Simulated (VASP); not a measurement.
# A slab model of a few sheets of C3N4

Aim: model a few sheets of C3N4 by a slab and find how far its highest filled level lies below the vacuum.

Program: VASP 6.6.1. Level of theory: r2SCAN; plane waves and PAW (N, C). Results are calculated unless marked as measured.

## (1) Set-up

The cell holds 14 atoms: 8 N and 6 C. Cell: a = 4.784 Å, b = 4.784 Å, c = 18.580 Å, α = 90.0°, β = 90.0°, γ = 120.0°. It derives from C3N4. A few sheets cut from a layered arrangement of the crystal. Vacuum lies along c.

As a file:

```
N C
1.0
     4.78443    0.00000    0.00000
    -2.39222    4.14344    0.00000
     0.00000    0.00000   18.58002
N C
8 6
Direct
  0.50347 0.49653 0.59634
  0.50347 0.00694 0.59634
  0.99306 0.49653 0.59634
  0.00000 0.00000 0.59574
  0.83680 0.16320 0.40426
  0.83680 0.67361 0.40426
  0.32639 0.16320 0.40426
  0.33333 0.66667 0.40366
  0.35284 0.17642 0.59625
  0.82358 0.17642 0.59625
  0.82358 0.64716 0.59625
  0.68617 0.84309 0.40417
  0.15691 0.84309 0.40417
  0.15691 0.31383 0.40417
```

## (2) Surface relaxation

All atoms relax at the fixed cell.

Contents of INCAR:

```
SYSTEM = C3N4
PREC = Normal
ENCUT = 400
EDIFF = 1E-05
NELM = 120
ISMEAR = 0
SIGMA = 0.05
LREAL = Auto
ALGO = Normal
METAGGA = R2SCAN
LASPH = .TRUE.
NBANDS = 46
LORBIT = 11
LWAVE = .FALSE.
LCHARG = .FALSE.
KPAR = 4
IBRION = 2
NSW = 40
ISIF = 2
EDIFFG = -0.03
POTIM = 0.4
MAXMIX = 40
IDIPOL = 3
LDIPOL = .TRUE.
DIPOL = 0.5 0.5 0.5
```

Contents of POSCAR:

```
C3N4
1.0
    4.7844338280      0.0000000000      0.0000000000
   -2.3922169140      4.1434412380      0.0000000000
    0.0000000000      0.0000000000     18.5800174523
N C
8 6
Direct
    0.5034710000      0.4965290000      0.5963405300
    0.5034710000      0.0069420000      0.5963405300
    0.9930580000      0.4965290000      0.5963405300
    0.0000000000      0.0000000000      0.5957418090
    0.8368043330      0.1631956670      0.4042581910
    0.8368043330      0.6736086670      0.4042581910
    0.3263913330      0.1631956670      0.4042581910
    0.3333333330      0.6666666670      0.4036594700
    0.3528406670      0.1764203330      0.5962502510
    0.8235796670      0.1764203330      0.5962502510
    0.8235796670      0.6471593330      0.5962502510
    0.6861740000      0.8430870000      0.4041679120
    0.1569130000      0.8430870000      0.4041679120
    0.1569130000      0.3138260000      0.4041679120
```

Contents of KPOINTS:

```
Automatic mesh
0
Gamma
6 6 1
0 0 0
```

The projector-augmented-wave data sets are N and C (PBE family, release 64).

Command:

```bash
> mpirun -np 4 vasp_std
```

Log:

```text
[banner, memory and clock lines left out]
running    4 mpi-ranks, on    1 nodes
 distrk:  each k-point on    1 cores,    4 groups
 distr:  one band on    1 cores,    1 groups

 POSCAR found type information on POSCAR N C
 POSCAR found :  2 types and      14 ions
|                                                                             |
|               ----> ADVICE to this user running VASP <----                  |
|                                                                             |
|     You enforced a specific xc type in the INCAR file but a different       |
|     [... a line on the potential file left out ...]
|     I HOPE YOU KNOW WHAT YOU ARE DOING!                                     |
|                                                                             |

 LDA part: xc-table for (None), standard interpolation
 POSCAR, INCAR and KPOINTS ok, starting setup
 FFT: planning ... GRIDC
 FFT: planning ... GRID_SOFT
 FFT: planning ... GRID
 WAVECAR not read
 entering main loop
       N       E                     dE             d eps       ncg     rms          rms(c)
DAV:   1     0.461155037281E+03    0.46116E+03   -0.25059E+04   700   0.938E+02
DAV:   2    -0.946836620343E+02   -0.55584E+03   -0.52622E+03   900   0.273E+02
DAV:   3    -0.156295934113E+03   -0.61612E+02   -0.60989E+02   768   0.999E+01
DAV:   4    -0.157557740604E+03   -0.12618E+01   -0.12554E+01   864   0.163E+01
DAV:   5    -0.157590320061E+03   -0.32579E-01   -0.32535E-01   842   0.231E+00    0.192E+01
DAV:   6    -0.128433748920E+03    0.29157E+02   -0.11426E+01   786   0.177E+01    0.109E+01
DAV:   7    -0.127894609249E+03    0.53914E+00   -0.31531E+00   788   0.773E+00    0.643E+00
DAV:   8    -0.127762813292E+03    0.13180E+00   -0.69646E-01   800   0.367E+00    0.135E+00
DAV:   9    -0.127748466718E+03    0.14347E-01   -0.65150E-02   800   0.154E+00    0.445E-01
DAV:  10    -0.127751473075E+03   -0.30064E-02   -0.14866E-02   784   0.586E-01    0.183E-01
DAV:  11    -0.127754005548E+03   -0.25325E-02   -0.34287E-03   784   0.302E-01    0.879E-02
DAV:  12    -0.127755730437E+03   -0.17249E-02   -0.69539E-04   776   0.130E-01    0.550E-02
DAV:  13    -0.127758945870E+03   -0.32154E-02   -0.28727E-03   726   0.172E-01    0.450E-02
DAV:  14    -0.127759619809E+03   -0.67394E-03   -0.37527E-04   740   0.733E-02    0.217E-02
DAV:  15    -0.127760260364E+03   -0.64056E-03   -0.10718E-04   656   0.497E-02    0.990E-03
DAV:  16    -0.127760546717E+03   -0.28635E-03   -0.41029E-05   666   0.326E-02    0.682E-03
DAV:  17    -0.127760850748E+03   -0.30403E-03   -0.42363E-05   630   0.294E-02    0.501E-03
DAV:  18    -0.127760928795E+03   -0.78047E-04   -0.69186E-06   530   0.181E-02    0.420E-03
DAV:  19    -0.127760981422E+03   -0.52627E-04   -0.41529E-06   494   0.129E-02    0.367E-03
DAV:  20    -0.127760995798E+03   -0.14375E-04   -0.86993E-07   520   0.628E-03    0.349E-03
DAV:  21    -0.127760978843E+03    0.16954E-04   -0.11832E-06   480   0.724E-03    0.346E-03
DAV:  22    -0.127760974233E+03    0.46107E-05   -0.11333E-07   576   0.212E-03
   1 F= -.12776097E+03 E0= -.12776097E+03  d E =-.127761E+03
 curvature:   0.00 expect dE= 0.000E+00 dE for cont linesearch  0.000E+00
 trial: gam= 0.00000 g(F)=  0.197E-01 g(S)=  0.000E+00 ort = 0.000E+00 (trialstep = 0.100E+01)
 search vector abs. value=  0.197E-01
 bond charge predicted
       N       E                     dE             d eps       ncg     rms          rms(c)
DAV:   1    -0.127744332796E+03    0.16646E-01   -0.25843E+00   650   0.808E+00    0.481E-01
DAV:   2    -0.127754044156E+03   -0.97114E-02   -0.81691E-02   722   0.139E+00    0.305E-01
DAV:   3    -0.127752549619E+03    0.14945E-02   -0.36698E-03   758   0.334E-01    0.167E-01
DAV:   4    -0.127753656042E+03   -0.11064E-02   -0.49623E-03   662   0.364E-01    0.154E-01
DAV:   5    -0.127753393858E+03    0.26218E-03   -0.11903E-03   726   0.202E-01    0.712E-02
DAV:   6    -0.127753411443E+03   -0.17584E-04   -0.22410E-04   772   0.729E-02    0.285E-02
DAV:   7    -0.127753490844E+03   -0.79401E-04   -0.48450E-05   652   0.391E-02    0.553E-03
DAV:   8    -0.127753440096E+03    0.50748E-04   -0.95331E-06   512   0.186E-02    0.670E-03
DAV:   9    -0.127753441671E+03   -0.15749E-05   -0.24775E-06   474   0.113E-02
   2 F= -.12775344E+03 E0= -.12775344E+03  d E =0.753256E-02
[... from here on, the cycles between the ionic steps are left out ...]
   3 F= -.12776457E+03 E0= -.12776457E+03  d E =-.359835E-02
   4 F= -.12776458E+03 E0= -.12776458E+03  d E =-.360466E-02
   5 F= -.12776493E+03 E0= -.12776493E+03  d E =-.347426E-03
   6 F= -.12776494E+03 E0= -.12776494E+03  d E =-.356996E-03
   7 F= -.12776545E+03 E0= -.12776545E+03  d E =-.513646E-03
   8 F= -.12776618E+03 E0= -.12776618E+03  d E =-.124216E-02
   9 F= -.12776646E+03 E0= -.12776646E+03  d E =-.152538E-02
  10 F= -.12776705E+03 E0= -.12776705E+03  d E =-.584453E-03
  11 F= -.12776856E+03 E0= -.12776856E+03  d E =-.210254E-02
  12 F= -.12777085E+03 E0= -.12777085E+03  d E =-.438657E-02
  13 F= -.12777104E+03 E0= -.12777104E+03  d E =-.192418E-03
  14 F= -.12777154E+03 E0= -.12777154E+03  d E =-.694212E-03
  15 F= -.12777260E+03 E0= -.12777260E+03  d E =-.175154E-02
  16 F= -.12777498E+03 E0= -.12777498E+03  d E =-.413314E-02
  17 F= -.12777969E+03 E0= -.12777969E+03  d E =-.884185E-02
  18 F= -.12778261E+03 E0= -.12778261E+03  d E =-.117615E-01
  19 F= -.12778507E+03 E0= -.12778507E+03  d E =-.246027E-02
  20 F= -.12779104E+03 E0= -.12779104E+03  d E =-.842731E-02
  21 F= -.12779817E+03 E0= -.12779817E+03  d E =-.155617E-01
  22 F= -.12779850E+03 E0= -.12779850E+03  d E =-.158886E-01
  23 F= -.12779869E+03 E0= -.12779869E+03  d E =-.160796E-01
  24 F= -.12780022E+03 E0= -.12780022E+03  d E =-.153202E-02
  25 F= -.12780024E+03 E0= -.12780024E+03  d E =-.154867E-02
  26 F= -.12780030E+03 E0= -.12780030E+03  d E =-.161444E-02
  27 F= -.12780057E+03 E0= -.12780057E+03  d E =-.264817E-03
  28 F= -.12780082E+03 E0= -.12780082E+03  d E =-.511905E-03
 curvature:  -0.96 expect dE=-0.556E-03 dE for cont linesearch -0.170E-05
 trial: gam= 0.67932 g(F)=  0.579E-03 g(S)=  0.000E+00 ort = 0.459E-04 (trialstep = 0.545E+00)
 search vector abs. value=  0.119E-02
 bond charge predicted
       N       E                     dE             d eps       ncg     rms          rms(c)
DAV:   1    -0.127800917889E+03   -0.11183E-03   -0.55775E-02   644   0.109E+00    0.388E-02
DAV:   2    -0.127800732238E+03    0.18565E-03   -0.83776E-04   722   0.138E-01    0.505E-02
DAV:   3    -0.127800860865E+03   -0.12863E-03   -0.72616E-05   694   0.533E-02    0.475E-02
DAV:   4    -0.127800972921E+03   -0.11206E-03   -0.64385E-05   668   0.536E-02    0.173E-02
DAV:   5    -0.127800974107E+03   -0.11861E-05   -0.13045E-05   550   0.250E-02
  29 F= -.12780097E+03 E0= -.12780097E+03  d E =-.158768E-03
 trial-energy change:   -0.000159  1 .order   -0.000186   -0.000333   -0.000039
 step:   0.6174(harm=  0.6174)  dis= 0.00072  next Energy=  -127.801004 (dE=-0.188E-03)
 reached required accuracy - stopping structural energy minimisation
```

Run time: 6 min. Hardware: 4 MPI ranks of Intel Xeon 6975P-C (Granite Rapids), shared host; peak memory 1.1 GiB.

The logs omit lines about the potential files and the build; timing stands in the text.

OUTCAR, selected parts (step 2):

```text
ion  position               nearest neighbor table
   1  0.503  0.497  0.596-  11 1.33   9 1.33
   2  0.503  0.007  0.596-   9 1.33  10 1.33
   3  0.993  0.497  0.596-  11 1.33  10 1.33
   4  0.000  0.000  0.596-  10 1.46   9 1.46  11 1.46
   5  0.837  0.163  0.404-  14 1.33  12 1.33
   6  0.837  0.674  0.404-  12 1.33  13 1.33
   7  0.326  0.163  0.404-  14 1.33  13 1.33
   8  0.333  0.667  0.404-  13 1.46  12 1.46  14 1.46
   9  0.353  0.176  0.596-   2 1.33   1 1.33   4 1.46
  10  0.824  0.176  0.596-   2 1.33   3 1.33   4 1.46
  11  0.824  0.647  0.596-   3 1.33   1 1.33   4 1.46
  12  0.686  0.843  0.404-   6 1.33   5 1.33   8 1.46
  13  0.157  0.843  0.404-   6 1.33   7 1.33   8 1.46
  14  0.157  0.314  0.404-   7 1.33   5 1.33   8 1.46

  LATTYP: Found a hexagonal cell.
 ALAT       =     4.7844338280
 C/A-ratio  =     3.8834307507

 Subroutine GETGRP returns: Found  6 space group operations
 (whereof  6 operations were pure point group operations)

The static configuration has the point symmetry C_3v.

 Found      7 irreducible k-points:

   k-points           NKPTS =      7   k-points in BZ     NKDIM =      7   number of bands    NBANDS=     46

   dimension x,y,z NGX =    24 NGY =   24 NGZ =   96
   dimension x,y,z NGXF=    48 NGYF=   48 NGZF=  192

   ENCUT  =  400.0 eV  29.40 Ry    5.42 a.u.   7.80  7.80 30.30*2*pi/ulx,y,z

   NELECT =      64.0000    total number of electrons

 k-points in reciprocal lattice and weights: Automatic mesh
   0.00000000  0.00000000  0.00000000       0.028
   0.16666667  0.00000000  0.00000000       0.167
   0.33333333 -0.00000000  0.00000000       0.167
   0.50000000  0.00000000  0.00000000       0.083
   0.16666667  0.16666667  0.00000000       0.167
   0.33333333  0.16666667  0.00000000       0.333
   0.33333333  0.33333333  0.00000000       0.056

 dipolmoment           0.000000      0.000000      0.002223 electrons x Angstroem

 average (electrostatic) potential at core
       1 -73.6622       2 -73.6622       3 -73.6622       4 -75.7861       5 -73.6950
       6 -73.6950       7 -73.6950       8 -75.8046       9 -61.3149      10 -61.3150
      11 -61.3149      12 -61.3429      13 -61.3430      14 -61.3429

 E-fermi :  -1.6845

 k-point     1 :       0.0000    0.0000    0.0000
  band No.  band energies     occupation
    ...
     28      -4.4935      2.00000
     29      -1.9750      2.00000
     30      -1.9745      2.00000
     31      -1.9523      2.00000
     32      -1.9517      2.00000
     33      -0.0437      0.00000
     34      -0.0437      0.00000
     35       0.2257      0.00000
     36       0.2257      0.00000
     37       2.4036      0.00000
    ...

 k-point     2 :       0.1667    0.0000    0.0000
  band No.  band energies     occupation
    ...
     28      -4.1992      2.00000
     29      -2.5350      2.00000
     30      -2.5159      2.00000
     31      -2.0877      2.00000
     32      -2.0662      2.00000
     33       0.1417      0.00000
     34       0.4251      0.00000
     35       0.4682      0.00000
     36       0.7500      0.00000
     37       2.6514      0.00000
    ...

 k-point     3 :       0.3333   -0.0000    0.0000
  band No.  band energies     occupation
    ...
     28      -4.0377      2.00000
     29      -3.9167      2.00000
     30      -3.9003      2.00000
     31      -2.3182      2.00000
     32      -2.2992      2.00000
     33       0.5467      0.00000
     34       0.8160      0.00000
     35       1.6092      0.00000
     36       1.8309      0.00000
     37       3.3602      0.00000
    ...

  Total       -7.7270135     -7.7270135     -5.6595364     -0.0000000      0.0000000      0.0000000
  in kB      -33.6112294    -33.6112295    -24.6180466     -0.0000000      0.0000000      0.0000000
  external PRESSURE =     -30.6135018 kB  Pullay stress =       0.0000000 kB

  energy-cutoff  :      400.00
  volume of cell :      368.33
      direct lattice vectors                 reciprocal lattice vectors
     4.784433828  0.000000000  0.000000000     0.209011147  0.120672642  0.000000000
    -2.392216914  4.143441238  0.000000000     0.000000000  0.241345283  0.000000000
     0.000000000  0.000000000 18.580017452     0.000000000  0.000000000  0.053821263

 POSITION                                       TOTAL-FORCE (eV/Angst)
 -----------------------------------------------------------------------------------
      1.22349      2.05591     10.94693         0.005489     -0.003169      0.010458
      2.39222      0.03162     10.94693        -0.000000      0.006338      0.010458
      3.56094      2.05591     10.94693        -0.005489     -0.003169      0.010458
      0.00000      0.00000     10.94448         0.000000      0.000000     -0.014194
      3.61546      0.67491      7.64094         0.003455     -0.001995     -0.003145
      2.39222      2.79362      7.64094         0.000000      0.003989     -0.003145
      1.16898      0.67491      7.64094        -0.003455     -0.001995     -0.003145
     -0.00000      2.76229      7.63495         0.000000      0.000000     -0.007164
      1.26967      0.73305     10.94651        -0.009067     -0.005235      0.003265
      3.51476      0.73305     10.94651         0.009067     -0.005235      0.003265
      2.39222      2.67735     10.94651        -0.000000      0.010469      0.003265
      1.26761      3.49415      7.64103         0.002166      0.001250     -0.003459
     -1.26761      3.49415      7.64103        -0.002166      0.001250     -0.003459
      0.00000      1.29858      7.64103         0.000000     -0.002501     -0.003459
 -----------------------------------------------------------------------------------
    total drift:                                0.000040      0.000182      0.000893

  FREE ENERGIE OF THE ION-ELECTRON SYSTEM (eV)
  ---------------------------------------------------
  free  energy   TOTEN  =      -127.8009741072 eV

  energy  without entropy=     -127.8009741072  energy(sigma->0) =     -127.80097411

 reached required accuracy - stopping structural energy minimisation

 vacuum level on the upper side and lower side of the slab         2.850         2.819

 total charge
# of ion       s       p       d       tot
------------------------------------------
    1        1.290   2.651   0.000   3.941
    2        1.290   2.651   0.000   3.941
    3        1.290   2.651   0.000   3.941
    4        1.220   2.623   0.000   3.843
    5        1.290   2.649   0.000   3.939
    6        1.290   2.649   0.000   3.939
    7        1.290   2.649   0.000   3.939
    8        1.220   2.624   0.000   3.844
    9        0.861   1.703   0.000   2.564
   10        0.861   1.703   0.000   2.564
   11        0.861   1.703   0.000   2.564
   12        0.860   1.702   0.000   2.563
   13        0.860   1.702   0.000   2.563
   14        0.860   1.702   0.000   2.563
--------------------------------------------------
tot         15.344  31.362   0.000  46.706

[... 3 further parts left out ...]
```

The gap is read on the k-mesh alone, so it is an upper bound where the band edges lie off the mesh. The PAW data sets were made with PBE, which is usual practice but a small mismatch for other functionals. The run keeps the 6 symmetry operations of its start, so it cannot find a distortion of lower symmetry.

The steps of the relaxation (22 of 29):

```csv
step,energy less that of the first step (eV),largest force (eV/Å)
1,0.0000,0.2968
2,0.0075,0.6289
4,-0.0036,0.0525
5,-0.0040,0.0541
6,-0.0040,0.0465
8,-0.0052,0.0699
9,-0.0055,0.0985
10,-0.0061,0.1011
12,-0.0099,0.1374
13,-0.0101,0.1388
14,-0.0106,0.1379
16,-0.0140,0.1586
17,-0.0187,0.1852
18,-0.0216,0.2438
20,-0.0301,0.1749
21,-0.0372,0.1442
22,-0.0375,0.2129
24,-0.0392,0.1235
25,-0.0393,0.1072
26,-0.0393,0.1147
28,-0.0398,0.0482
29,-0.0400,0.0142
```

The atoms that moved most (Å):

```csv
atom,dx,dy,dz,length
N8,0.000,0.000,0.135,0.135
N3,-0.002,-0.001,-0.133,0.133
N2,0.000,0.003,-0.133,0.133
N1,0.002,-0.001,-0.133,0.133
C10,-0.004,0.002,-0.132,0.132
C9,0.004,0.002,-0.132,0.132
C11,0.000,-0.004,-0.132,0.132
C12,0.002,0.001,0.132,0.132
```

The relaxed structure:

```cif
data_structure
_symmetry_space_group_name_H-M 'P 1'
_symmetry_Int_Tables_number 1
_cell_length_a 4.7844
_cell_length_b 4.7844
_cell_length_c 18.5800
_cell_angle_alpha 90.000
_cell_angle_beta 90.000
_cell_angle_gamma 120.000
_cell_volume 368.33
loop_
_atom_site_label
_atom_site_type_symbol
_atom_site_fract_x
_atom_site_fract_y
_atom_site_fract_z
_atom_site_occupancy
N1 N 0.50382 0.49618 0.58918 1
N2 N 0.50382 0.00763 0.58918 1
N3 N 0.99237 0.49618 0.58918 1
N4 N 0.00000 0.00000 0.58905 1
N5 N 0.83711 0.16289 0.41125 1
N6 N 0.83711 0.67423 0.41125 1
N7 N 0.32577 0.16289 0.41125 1
N8 N 0.33333 0.66667 0.41092 1
C9 C 0.35383 0.17692 0.58915 1
C10 C 0.82308 0.17692 0.58915 1
C11 C 0.82308 0.64617 0.58915 1
C12 C 0.68659 0.84330 0.41125 1
C13 C 0.15670 0.84330 0.41125 1
C14 C 0.15670 0.31341 0.41125 1
```

Numbers from this step:

| Item | Value |
| --- | --- |
| electronic cycles | 203 |
| electrons | 64 |
| free energy (TOTEN) | -127.8010 eV |
| Fermi energy | -1.685 eV |
| labelled metallic, from the levels on this mesh | no |
| dipole moment | 0, 0, 0.002223 e·Å |
| gap on the k-mesh | 1.908 eV |
| least direct gap on the k-mesh | 1.908 eV |

The run ended after 29 ionic steps, 0.040 eV below its first step, once the forces on the free atoms met EDIFFG = -0.03.

Only the dipole across the slab is computed (IDIPOL = 3); zeros along the plane are no results.

(Continued in part 2 of 3.)

[Lines on the potential files, build, host, timing and source positions are cut from VASP's logs without a mark.]

[Logs are printed without paths, hosts, clocks, repeated set-up lines and the standing remarks that a program may print on its own settings, such as how far it seeks lower states.]

[Hosts, paths, dates, database ids (printed as entryN), source tags and the programs' standing remarks are cut or masked in the printed files.]

[In band tables of VASP the shares of atoms and orbitals are scaled to a sum of 1 inside the atoms' spheres.]

[Runs that stopped without an error message from VASP are left out.]
